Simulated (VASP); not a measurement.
These are PBE GGA with D3 dispersion (zero damping), VASP's PBE PAW potentials (set 64) (plane waves; VASP) values and carry that method's errors.

VASP input:

**POSCAR**
```
MoTe2
1.0
  1.7592945429  -3.0471871130   0.0000000000
  1.7592945429   3.0471871130   0.0000000000
  0.0000000000   0.0000000000  14.0245942164
Te Mo
4 2
Direct
  0.3333330000   0.6666670000   0.8792603922
  0.6666670000   0.3333330000   0.3792603922
  0.6666670000   0.3333330000   0.1207396078
  0.3333330000   0.6666670000   0.6207396078
  0.3333330000   0.6666670000   0.2500000000
  0.6666670000   0.3333330000   0.7500000000
```

KPOINTS:
```
Automatic mesh
0
Gamma
8 8 2
0 0 0
```

**INCAR**
```
SYSTEM=MoTe2
PREC=Accurate; ENCUT=520; LREAL=.FALSE.
LASPH=.TRUE.
EDIFF=1E-7; NELM=100; ALGO=Normal
LMAXMIX=4
ISMEAR=-5
GGA=PE; IVDW=11
ISIF=2
LWAVE=.FALSE.; LCHARG=.TRUE.; LORBIT=11
NEDOS=601
LEFG=.TRUE.
```

POTCAR, in this order: Te Mo_sv (PBE.64 set). Program: vasp_std.

What VASP printed:

**OSZICAR**
```
       N       E                     dE             d eps       ncg     rms          rms(c)
DAV:   1     0.405099147254E+03    0.40510E+03   -0.27393E+04  1456   0.151E+03
DAV:   2    -0.123191277923E+02   -0.41742E+03   -0.40944E+03  1528   0.347E+02
DAV:   3    -0.365851276904E+02   -0.24266E+02   -0.24048E+02  1572   0.694E+01
DAV:   4    -0.372528613606E+02   -0.66773E+00   -0.66488E+00  1541   0.114E+01
DAV:   5    -0.372741245077E+02   -0.21263E-01   -0.21258E-01  1643   0.203E+00    0.216E+01
DAV:   6    -0.365051848649E+02    0.76894E+00   -0.92312E+00  1443   0.149E+01    0.899E+00
DAV:   7    -0.364340661411E+02    0.71119E-01   -0.91097E+00  1407   0.120E+01    0.646E+00
DAV:   8    -0.360042648536E+02    0.42980E+00   -0.18377E+00  1545   0.613E+00    0.314E+00
DAV:   9    -0.360040716684E+02    0.19319E-03   -0.26696E-01  1619   0.234E+00    0.124E+00
DAV:  10    -0.359980121795E+02    0.60595E-02   -0.47047E-02  1527   0.110E+00    0.353E-01
DAV:  11    -0.359983461485E+02   -0.33397E-03   -0.23123E-03  1488   0.259E-01    0.237E-01
DAV:  12    -0.359982589715E+02    0.87177E-04   -0.25041E-04  1452   0.813E-02    0.158E-01
DAV:  13    -0.359982281753E+02    0.30796E-04   -0.13224E-04  1523   0.609E-02    0.676E-02
DAV:  14    -0.359982291967E+02   -0.10214E-05   -0.95380E-06  1603   0.124E-02    0.541E-02
DAV:  15    -0.359982282750E+02    0.92166E-06   -0.19200E-06  1485   0.687E-03    0.268E-02
DAV:  16    -0.359982268777E+02    0.13973E-05   -0.29034E-06  1678   0.779E-03    0.100E-02
DAV:  17    -0.359982266991E+02    0.17864E-06   -0.41847E-07  1282   0.291E-03    0.106E-03
DAV:  18    -0.359982267080E+02   -0.89194E-08   -0.75540E-08   900   0.127E-03
   1 F= -.37983268E+02 E0= -.37983268E+02  d E =0.000000E+00
```

**OUTCAR**
```
------------------------ aborting loop because EDIFF is reached ----------------------------------------
 Edisp (eV)   -1.98504
  FORCE on cell =-STRESS in cart. coord.  units (eV):
  Direction    XX          YY          ZZ          XY          YZ          ZX
  --------------------------------------------------------------------------------------
  Total      -0.02607    -0.02607     0.06561     0.00000     0.00000     0.00000
  in kB      -0.27779    -0.27779     0.69905     0.00000     0.00000     0.00000
  external pressure =        0.05 kB  Pullay stress =        0.00 kB
  volume of cell :      150.37
      direct lattice vectors                 reciprocal lattice vectors
     1.759294543 -3.047187113  0.000000000     0.284204826 -0.164085756  0.000000000
     1.759294543  3.047187113  0.000000000     0.284204826  0.164085756  0.000000000
     0.000000000  0.000000000 14.024594216     0.000000000  0.000000000  0.071303311
 POSITION                                       TOTAL-FORCE (eV/Angst)
 -----------------------------------------------------------------------------------
      1.75929      1.01573     12.33127        -0.000000     -0.000000      0.002089
      1.75929     -1.01573      5.31897        -0.000000      0.000000      0.002089
      1.75929     -1.01573      1.69332        -0.000000      0.000000     -0.002089
      1.75929      1.01573      8.70562         0.000000     -0.000000     -0.002089
      1.75929      1.01573      3.50615         0.000000      0.000000     -0.000000
      1.75929     -1.01573     10.51845        -0.000000     -0.000000     -0.000000
 -----------------------------------------------------------------------------------
    total drift:                               -0.000000      0.001624     -0.000023
  FREE ENERGIE OF THE ION-ELECTRON SYSTEM (eV)
  ---------------------------------------------------
  free  energy   TOTEN  =       -37.9832684443 eV

  energy  without entropy=      -37.9832684443  energy(sigma->0) =      -37.98326844

 total charge

# of ion       s       p       d       tot
------------------------------------------
    1        1.386   1.974   0.064   3.424
    2        1.386   1.974   0.064   3.424
    3        1.386   1.974   0.064   3.424
    4        1.386   1.974   0.064   3.424
    5        2.253   6.145   3.981  12.379
    6        2.253   6.145   3.981  12.379
--------------------------------------------------
tot         10.052  20.187   8.217  38.455

 Electric field gradients after diagonalization (V/A^2)
 (convention: |V_zz| > |V_xx| > |V_yy|)
----------------------------------------------------------------------
 ion       V_xx      V_yy      V_zz     asymmetry (V_yy - V_xx)/ V_zz
----------------------------------------------------------------------
   1      88.193    88.193  -176.386       0.000
   2      88.193    88.193  -176.386       0.000
   3      88.193    88.193  -176.386       0.000
   4      88.193    88.193  -176.386       0.000
   5      35.209    35.204   -70.413       0.000
   6      35.209    35.204   -70.413       0.000
```
(Selected blocks of OUTCAR.)

The compound is MoTe2 in the 2H layered structure. It was relaxed first.
